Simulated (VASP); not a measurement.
Level of theory: PBEsol GGA, VASP's PBE PAW potentials (set 64) (plane waves; VASP 6.6.1).

A VASP calculation is set up with these files.

**KPOINTS**
```
Automatic mesh
0
Gamma
  9 9 4
```

### INCAR
```
NELM = 100   ! most electronic steps
EDIFFG = -0.02   ! ionic stop
IBRION = 2   ! conjugate gradients
EDIFF = 1E-6
NSW = 40
LCHARG = .FALSE.
LWAVE = .FALSE.
PREC = Accurate
SYSTEM = CuF
GGA = PS   ! PBEsol
ISMEAR = 0   ! Gaussian
ENCUT = 620   ! plane-wave cut-off (eV)
PSTRESS = 50   ! kbar
LMAXMIX = 4   ! l cut-off of mixed one-centre charges
LASPH = .TRUE.
ALGO = Normal
SIGMA = 0.05
LREAL = .FALSE.   ! projection in real space or not
ISIF = 3   ! ions, shape and volume
```

POSCAR:
```
CuF
1
    2.7536493881     0.0000000000     0.0000000000
   -1.3768246940     2.3847304414     0.0000000000
    0.0000000000     0.0000000000     6.7573229362
Cu F
2 2
Direct
  0.3333330000   0.6666670000   0.0466056226
  0.6666670000   0.3333330000   0.5466056226
  0.3333330000   0.6666670000   0.3283943774
  0.6666670000   0.3333330000   0.8283943774
```

POTCAR, in this order: Cu F (PBE.64 set). Program: vasp_std.

Output

### OSZICAR
```
...
DAV:   4    -0.182038724665E+02   -0.15703E+01   -0.15648E+01  1988   0.388E+01
DAV:   5    -0.182265897992E+02   -0.22717E-01   -0.22711E-01  1954   0.418E+00    0.106E+01
DAV:   6    -0.171941626669E+02    0.10324E+01   -0.20670E+01  2318   0.102E+02    0.797E+00
DAV:   7    -0.160364781079E+02    0.11577E+01   -0.48850E+00  2116   0.715E+01    0.211E+00
DAV:   8    -0.160436928963E+02   -0.72148E-02   -0.52208E-01  2390   0.675E+00    0.914E-01
DAV:   9    -0.160256007051E+02    0.18092E-01   -0.27759E-02  2082   0.312E+00    0.273E-01
DAV:  10    -0.160250706939E+02    0.53001E-03   -0.12318E-02  2464   0.211E+00    0.136E-01
DAV:  11    -0.160248309101E+02    0.23978E-03   -0.11248E-03  2542   0.712E-01    0.299E-02
DAV:  12    -0.160248367711E+02   -0.58611E-05   -0.17448E-04  2184   0.161E-01    0.106E-02
DAV:  13    -0.160248364051E+02    0.36605E-06   -0.84150E-06  1884   0.358E-02
   1 F= -.14640052E+02 E0= -.14639906E+02  d E =-.146401E+02
       N       E                     dE             d eps       ncg     rms          rms(c)
DAV:   1    -0.176004833990E+02   -0.15756E+01   -0.25548E+01  1872   0.871E+01    0.107E+01
DAV:   2    -0.164962489100E+02    0.11042E+01   -0.12669E+01  1872   0.775E+01    0.425E+00
DAV:   3    -0.160169996730E+02    0.47925E+00   -0.24064E+00  1938   0.473E+01    0.158E+00
DAV:   4    -0.159957681422E+02    0.21232E-01   -0.90647E-02  2470   0.456E+00    0.843E-01
DAV:   5    -0.159869745134E+02    0.87936E-02   -0.45498E-02  2718   0.512E+00    0.465E-01
DAV:   6    -0.159833624994E+02    0.36120E-02   -0.12870E-02  2604   0.254E+00    0.117E-01
DAV:   7    -0.159833518993E+02    0.10600E-04   -0.21894E-03  2068   0.421E-01    0.368E-02
DAV:   8    -0.159833390324E+02    0.12867E-04   -0.12541E-04  2620   0.226E-01    0.159E-02
DAV:   9    -0.159833351087E+02    0.39237E-05   -0.14386E-05  2014   0.451E-02    0.698E-03
DAV:  10    -0.159833345807E+02    0.52802E-06   -0.18096E-06  1334   0.214E-02
   2 F= -.14667187E+02 E0= -.14667131E+02  d E =-.271350E-01
       N       E                     dE             d eps       ncg     rms          rms(c)
DAV:   1    -0.160587817294E+02   -0.75447E-01   -0.10071E+00  1872   0.183E+01    0.201E+00
DAV:   2    -0.160120211165E+02    0.46761E-01   -0.40995E-01  1872   0.133E+01    0.674E-01
DAV:   3    -0.160004600831E+02    0.11561E-01   -0.69947E-02  1982   0.720E+00    0.356E-01
DAV:   4    -0.159989619189E+02    0.14982E-02   -0.22647E-03  2356   0.135E+00    0.164E-01
DAV:   5    -0.159984672747E+02    0.49464E-03   -0.94909E-04  2768   0.756E-01    0.522E-02
DAV:   6    -0.159984241550E+02    0.43120E-04   -0.20636E-04  2542   0.269E-01    0.122E-02
DAV:   7    -0.159984255713E+02   -0.14162E-05   -0.32474E-05  2204   0.530E-02    0.450E-03
DAV:   8    -0.159984259622E+02   -0.39096E-06   -0.10668E-06  1010   0.183E-02
   3 F= -.14668989E+02 E0= -.14668917E+02  d E =-.289361E-01
       N       E                     dE             d eps       ncg     rms          rms(c)
DAV:   1    -0.161100030374E+02   -0.11158E+00   -0.28967E+00  1952   0.219E+01    0.267E+00
DAV:   2    -0.160264685357E+02    0.83535E-01   -0.63183E-01  2022   0.169E+01    0.119E+00
DAV:   3    -0.160003479379E+02    0.26121E-01   -0.13385E-01  2264   0.105E+01    0.646E-01
DAV:   4    -0.159946085323E+02    0.57394E-02   -0.98941E-03  2502   0.216E+00    0.226E-01
DAV:   5    -0.159938951981E+02    0.71333E-03   -0.28436E-03  2502   0.823E-01    0.704E-02
DAV:   6    -0.159938406619E+02    0.54536E-04   -0.52022E-04  2400   0.474E-01    0.230E-02
DAV:   7    -0.159938373063E+02    0.33556E-05   -0.55131E-05  2408   0.155E-01    0.970E-03
DAV:   8    -0.159938364005E+02    0.90576E-06   -0.14006E-05  2120   0.374E-02    0.195E-03
DAV:   9    -0.159938364856E+02   -0.85012E-07   -0.70255E-07   946   0.961E-03
   4 F= -.14677135E+02 E0= -.14677009E+02  d E =-.814630E-02
       N       E                     dE             d eps       ncg     rms          rms(c)
DAV:   1    -0.159975564948E+02   -0.37201E-02   -0.15905E-01  1952   0.521E+00    0.623E-01
DAV:   2    -0.159928942087E+02    0.46623E-02   -0.33767E-02  2040   0.393E+00    0.274E-01
DAV:   3    -0.159915252702E+02    0.13689E-02   -0.70791E-03  2290   0.238E+00    0.152E-01
DAV:   4    -0.159912080901E+02    0.31718E-03   -0.53514E-04  2498   0.531E-01    0.525E-02
DAV:   5    -0.159911699837E+02    0.38106E-04   -0.15527E-04  2478   0.185E-01    0.159E-02
DAV:   6    -0.159911676121E+02    0.23716E-05   -0.27392E-05  2348   0.106E-01    0.560E-03
DAV:   7    -0.159911669904E+02    0.62166E-06   -0.16147E-06  1052   0.359E-02
   5 F= -.14677450E+02 E0= -.14677310E+02  d E =-.846158E-02
       N       E                     dE             d eps       ncg     rms          rms(c)
DAV:   1    -0.160001140358E+02   -0.89464E-02   -0.15419E+00  1584   0.110E+01    0.790E-01
DAV:   2    -0.159958023891E+02    0.43116E-02   -0.64986E-02  2426   0.446E+00    0.408E-01
DAV:   3    -0.159935769617E+02    0.22254E-02   -0.88902E-03  2128   0.246E+00    0.248E-01
DAV:   4    -0.159925379089E+02    0.10391E-02   -0.16515E-03  2398   0.102E+00    0.438E-02
DAV:   5    -0.159925283822E+02    0.95267E-05   -0.25090E-04  2196   0.212E-01    0.153E-02
DAV:   6    -0.159925296308E+02   -0.12486E-05   -0.44308E-05  2466   0.103E-01    0.123E-02
DAV:   7    -0.159925273795E+02    0.22513E-05   -0.14952E-06  1066   0.364E-02    0.821E-03
DAV:   8    -0.159925268889E+02    0.49055E-06   -0.10655E-05  1854   0.345E-02    0.206E-03
DAV:   9    -0.159925270248E+02   -0.13584E-06   -0.72700E-07   874   0.118E-02
   6 F= -.14680385E+02 E0= -.14680250E+02  d E =-.293526E-02
       N       E                     dE             d eps       ncg     rms          rms(c)
DAV:   1    -0.159928345355E+02   -0.30765E-03   -0.12447E-01  1584   0.314E+00    0.224E-01
DAV:   2    -0.159924839832E+02    0.35055E-03   -0.52292E-03  2434   0.126E+00    0.116E-01
DAV:   3    -0.159923051893E+02    0.17879E-03   -0.70919E-04  2120   0.694E-01    0.704E-02
DAV:   4    -0.159922230427E+02    0.82147E-04   -0.13332E-04  2366   0.293E-01    0.125E-02
DAV:   5    -0.159922224586E+02    0.58407E-06   -0.21045E-05  2170   0.621E-02    0.432E-03
DAV:   6    -0.159922222950E+02    0.16357E-06   -0.14343E-06   968   0.271E-02
   7 F= -.14680535E+02 E0= -.14680401E+02  d E =-.308509E-02
       N       E                     dE             d eps       ncg     rms          rms(c)
DAV:   1    -0.159945487358E+02   -0.23263E-02   -0.15891E-01  1992   0.658E+00    0.698E-01
DAV:   2    -0.159894239589E+02    0.51248E-02   -0.51457E-02  1884   0.479E+00    0.252E-01
DAV:   3    -0.159878365054E+02    0.15875E-02   -0.88318E-03  2010   0.264E+00    0.125E-01
DAV:   4    -0.159876520530E+02    0.18445E-03   -0.31578E-04  2464   0.454E-01    0.584E-02
DAV:   5    -0.159875910053E+02    0.61048E-04   -0.12657E-04  2720   0.268E-01    0.181E-02
DAV:   6    -0.159875860217E+02    0.49836E-05   -0.31382E-05  2510   0.111E-01    0.258E-03
DAV:   7    -0.159875861956E+02   -0.17385E-06   -0.29791E-06  1414   0.210E-02
   8 F= -.14680485E+02 E0= -.14680368E+02  d E =0.500323E-04
       N       E                     dE             d eps       ncg     rms          rms(c)
DAV:   1    -0.159923742549E+02   -0.47882E-02   -0.48686E-02  1980   0.366E+00    0.384E-01
DAV:   2    -0.159907829008E+02    0.15914E-02   -0.15436E-02  1884   0.261E+00    0.136E-01
DAV:   3    -0.159903282657E+02    0.45464E-03   -0.26085E-03  2010   0.142E+00    0.700E-02
DAV:   4    -0.159902685422E+02    0.59724E-04   -0.95681E-05  2440   0.260E-01    0.322E-02
DAV:   5    -0.159902480627E+02    0.20479E-04   -0.35325E-05  2474   0.145E-01    0.905E-03
DAV:   6    -0.159902466785E+02    0.13842E-05   -0.87379E-06  1994   0.601E-02    0.158E-03
DAV:   7    -0.159902468257E+02   -0.14725E-06   -0.11919E-06   902   0.123E-02
   9 F= -.14680614E+02 E0= -.14680488E+02  d E =-.791073E-04
```

File OUTCAR:
```
------------------------ aborting loop because EDIFF is reached ----------------------------------------
  FORCE on cell =-STRESS in cart. coord.  units (eV):
  Direction    XX          YY          ZZ          XY          YZ          ZX
  --------------------------------------------------------------------------------------
  Total        1.2916151      1.2916152      1.2944997      0.0000000      0.0000000      0.0000000
  in kB       49.3121185     49.3121238     49.4222489      0.0000000      0.0000000      0.0000000
  external PRESSURE =      -0.6511696 kB  Pullay stress =      50.0000000 kB
  volume of cell :       41.97
      direct lattice vectors                 reciprocal lattice vectors
     2.678268181  0.000000000  0.000000000     0.373375604  0.215568494 -0.000000000
    -1.339134091  2.319448409  0.000000000    -0.000000000  0.431136988 -0.000000000
     0.000000000  0.000000000  6.755402733    -0.000000000 -0.000000000  0.148029664
 POSITION                                       TOTAL-FORCE (eV/Angst)
 -----------------------------------------------------------------------------------
     -0.00000      1.54630      0.32220         0.000000      0.000000     -0.003169
      1.33914      0.77315      3.69990        -0.000000     -0.000000     -0.003169
     -0.00000      1.54630      2.21107         0.000000     -0.000000      0.003169
      1.33914      0.77315      5.58878        -0.000000      0.000000      0.003169
 -----------------------------------------------------------------------------------
    total drift:                               -0.002365      0.001365     -0.000646
  FREE ENERGIE OF THE ION-ELECTRON SYSTEM (eV)
  ---------------------------------------------------
  free  energy   TOTEN  =       -15.9902468257 eV

  energy  without entropy=      -15.9899939569  energy(sigma->0) =      -15.99012039
  enthalpy is  TOTEN    =       -14.6806143199 eV   P V=        1.3096325058

 reached required accuracy - stopping structural energy minimisation
```
(Selected blocks of OUTCAR.)

CONTCAR:
```
CuF
   1.00000000000000
     2.6782681813416023    0.0000000000026190    0.0000000000000000
    -1.3391340906199016    2.3194484088651888    0.0000000000000000
     0.0000000000000000    0.0000000000000000    6.7554027332927600
  Cu              F
     2     2
Direct
     0.3333330000000032    0.6666669999999968    0.0476953270357028
     0.6666669999999968    0.3333330000000032    0.5476953270357029
     0.3333330000000032    0.6666669999999968    0.3273046729642972
     0.6666669999999968    0.3333330000000032    0.8273046729642971
```

Energy and stress use the plane-wave basis of the starting cell.

The structure was generated: CuF was put into the wurtzite type (P6_3mc), which need not be its known phase. This run relaxes it under an external pressure of 5 GPa. Symmetry was kept, so distortions that lower it aren't found.
